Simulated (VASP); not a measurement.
These are PBE GGA, VASP's PBE PAW potentials (set 64) (plane waves; VASP) values and carry that method's errors.

VASP ran on this input.

**INCAR**
```
! general
SYSTEM  = LaP
PREC    = Accurate
ENCUT   = 400
LREAL   = F
LASPH   = T

! electronic loop
EDIFF   = 1E-6
NELM    = 100
ALGO    = Normal
LMAXMIX = 6

! smearing
ISMEAR  = 0
SIGMA   = 0.05

! functional
GGA     = PE

! ions
IBRION  = 2
NSW     = 60
ISIF    = 3
EDIFFG  = -0.01

! output
LWAVE   = F
LCHARG  = F
```

KPOINTS:
```
Automatic mesh
0
Gamma
6 6 6
0 0 0
```

POSCAR:
```
LaP
1.0
  0.0000000000   3.3108643142   3.3108643142
  3.3108643142   0.0000000000   3.3108643142
  3.3108643142   3.3108643142   0.0000000000
La P
1 1
Cart
  0.0000000000   0.0000000000   0.0000000000
  1.6554321571   1.6554321571   1.6554321571
```

POTCAR, in this order: La P (PBE.64 set). Program: vasp_std.

What VASP printed:

OSZICAR:
```
       N       E                     dE             d eps       ncg     rms          rms(c)
DAV:   1     0.141791379005E+03    0.14179E+03   -0.48196E+03   384   0.126E+03
DAV:   2     0.148954356651E+00   -0.14164E+03   -0.13951E+03   568   0.224E+02
DAV:   3    -0.126549402410E+02   -0.12804E+02   -0.12717E+02   480   0.102E+02
DAV:   4    -0.133970881802E+02   -0.74215E+00   -0.73917E+00   736   0.227E+01
DAV:   5    -0.134401038464E+02   -0.43016E-01   -0.42947E-01   584   0.515E+00    0.479E+00
DAV:   6    -0.125626199404E+02    0.87748E+00   -0.31672E+00   636   0.901E+00    0.325E+00
DAV:   7    -0.125143191744E+02    0.48301E-01   -0.32168E-01   704   0.367E+00    0.163E+00
DAV:   8    -0.125252214952E+02   -0.10902E-01   -0.96848E-02   720   0.343E+00    0.392E-01
DAV:   9    -0.125260044920E+02   -0.78300E-03   -0.14814E-02   752   0.119E+00    0.228E-01
DAV:  10    -0.125270635043E+02   -0.10590E-02   -0.26873E-03   640   0.637E-01    0.978E-02
DAV:  11    -0.125271945212E+02   -0.13102E-03   -0.11605E-03   712   0.378E-01    0.301E-02
DAV:  12    -0.125272202628E+02   -0.25742E-04   -0.20169E-04   728   0.151E-01    0.101E-02
DAV:  13    -0.125272276054E+02   -0.73426E-05   -0.18100E-05   560   0.410E-02    0.375E-03
DAV:  14    -0.125272277396E+02   -0.13419E-06   -0.22436E-06   492   0.106E-02
   1 F= -.12527228E+02 E0= -.12527228E+02  d E =-.125272E+02
```

### OUTCAR
```
------------------------ aborting loop because EDIFF is reached ----------------------------------------
  FORCE on cell =-STRESS in cart. coord.  units (eV):
  Direction    XX          YY          ZZ          XY          YZ          ZX
  --------------------------------------------------------------------------------------
  Total       -0.0034894     -0.0034894     -0.0034894      0.0000000     -0.0000000      0.0000000
  in kB       -0.0770214     -0.0770214     -0.0770214      0.0000000     -0.0000000      0.0000000
  external PRESSURE =      -0.0770214 kB  Pullay stress =       0.0000000 kB
  volume of cell :       72.59
      direct lattice vectors                 reciprocal lattice vectors
     0.000000000  3.310864314  3.310864314    -0.151017968  0.151017968  0.151017968
     3.310864314  0.000000000  3.310864314     0.151017968 -0.151017968  0.151017968
     3.310864314  3.310864314  0.000000000     0.151017968  0.151017968 -0.151017968
 POSITION                                       TOTAL-FORCE (eV/Angst)
 -----------------------------------------------------------------------------------
      0.00000      0.00000      0.00000        -0.000000      0.000000     -0.000000
      1.65543      1.65543      1.65543         0.000000     -0.000000      0.000000
 -----------------------------------------------------------------------------------
    total drift:                               -0.000000     -0.000000     -0.000000
  FREE ENERGIE OF THE ION-ELECTRON SYSTEM (eV)
  ---------------------------------------------------
  free  energy   TOTEN  =       -12.5272277396 eV

  energy  without entropy=      -12.5272277396  energy(sigma->0) =      -12.52722774

 reached required accuracy - stopping structural energy minimisation
```
(Selected blocks of OUTCAR.)

OUTCAR:
```
 val. band max:        3.7683298886   @ k =  -0.3333   0.5000   0.1667

 cond. band min:       5.3143541415   @ k =  -0.3333   0.5000   0.1667


 Fermi energy:         3.9879045762

 k-point     1 :       0.0000    0.0000    0.0000
  band No.  band energies     occupation
      1     -28.0742      2.00000
      2     -11.7439      2.00000
      3     -11.7439      2.00000
      4     -11.7439      2.00000
      5      -4.6117      2.00000
      6       2.5443      2.00000
      7       2.5443      2.00000
      8       2.5443      2.00000
      9       5.5474      0.00000
     10       6.6395      0.00000
     11       6.6396      0.00000
     12       6.6405      0.00000

 k-point     2 :       0.1667    0.0000    0.0000
  band No.  band energies     occupation
      1     -28.0703      2.00000
      2     -11.8249      2.00000
      3     -11.7532      2.00000
      4     -11.7532      2.00000
      5      -4.4581      2.00000
      6       2.3995      2.00000
      7       2.6564      2.00000
      8       2.6564      2.00000
      9       5.9551      0.00000
     10       6.4745      0.00000
     11       6.4747      0.00000
     12       6.6210      0.00000

 k-point     3 :       0.3333    0.0000    0.0000
  band No.  band energies     occupation
      1     -28.0629      2.00000
      2     -11.9784      2.00000
      3     -11.7717      2.00000
      4     -11.7717      2.00000
      5      -4.1790      2.00000
      6       2.4605      2.00000
      7       2.8549      2.00000
      8       2.8549      2.00000
      9       6.2513      0.00000
     10       6.4127      0.00000
     11       6.4127      0.00000
     12       6.5722      0.00000

 k-point     4 :       0.5000    0.0000    0.0000
  band No.  band energies     occupation
      1     -28.0591      2.00000
      2     -12.0515      2.00000
      3     -11.7809      2.00000
      4     -11.7809      2.00000
      5      -4.0554      2.00000
      6       2.6812      2.00000
...
```

The structure was generated: LaP was put into the zinc blende type (F-43m), which need not be its known phase. It was relaxed first, which changed the volume by -24 %. The start is the result of an earlier pass.
